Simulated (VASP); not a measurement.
VASP runs on GeSe2 (space group R-3m) share one base input (PBE GGA, plane waves, VASP's PBE PAW potentials (set 64)) and change the settings named in each case.

File KPOINTS:
```
Regular mesh
0
Gamma
6 6 6
```

INCAR:
```
ALGO=Normal
EDIFF=1E-6
ENCUT=300
GGA=PE
ISIF=2
ISMEAR=-1
LASPH=.TRUE.
LCHARG=.FALSE.
LMAXMIX=4
LREAL=.FALSE.
LWAVE=.FALSE.
NELM=100
PREC=Accurate
SIGMA=0.1
SYSTEM=GeSe2
```

### POSCAR
```
GeSe2
1
    1.8363830000     1.0602360000     5.5674000000
   -1.8363830000     1.0602360000     5.5674000000
    0.0000000000    -2.1204720000     5.5674000000
Ge Se
1 2
Direct
  0.0000000000   0.0000000000   0.0000000000
  0.2520000000   0.2520000000   0.2520000000
  0.7480000000   0.7480000000   0.7480000000
```

POTCAR, in this order: Ge_d Se (PBE.64 set). Program: vasp_std.

```json
[
 {"change": "base run", "E(σ→0) (eV/atom)": "-3.8636", "pressure (GPa)": "7.02", "−TS (eV)": "-0.0330"},
 {"change": "GGA removed, POTCAR Ge_d Se (LDA.64 set)", "E(σ→0) (eV/atom)": "-4.5865", "pressure (GPa)": "1.74", "−TS (eV)": "-0.0359"},
 {"change": "GGA_COMPAT = .FALSE., LNONCOLLINEAR = .TRUE., LSORBIT = .TRUE., MAGMOM = 0.0 0.0 0.0 0.0 0.0 0.0 0.0 0.0 0.0, program vasp_ncl", "E(σ→0) (eV/atom)": "-3.8822", "pressure (GPa)": "7.11", "−TS (eV)": "-0.0330"},
 {"change": "KPOINTS 2×2×2 Γ-centred mesh", "E(σ→0) (eV/atom)": "-3.2856", "pressure (GPa)": "12.51", "−TS (eV)": "-0.0698"}
]
```
 Energies of different potentials or functionals have different zeros.  At 300 eV the pressure can carry a Pulay error.

Left out are runs that ran out of time, are held back, or changed the cell or the kind of run, fixed moments of cells without a moment, rows past the twelfth, gaps on odd meshes, pressures of charged cells and columns that move by less than the noise.

The structure was generated: GeSe2 was put into an ordered model structure, which need not be its known phase. The cell was not relaxed at this level.
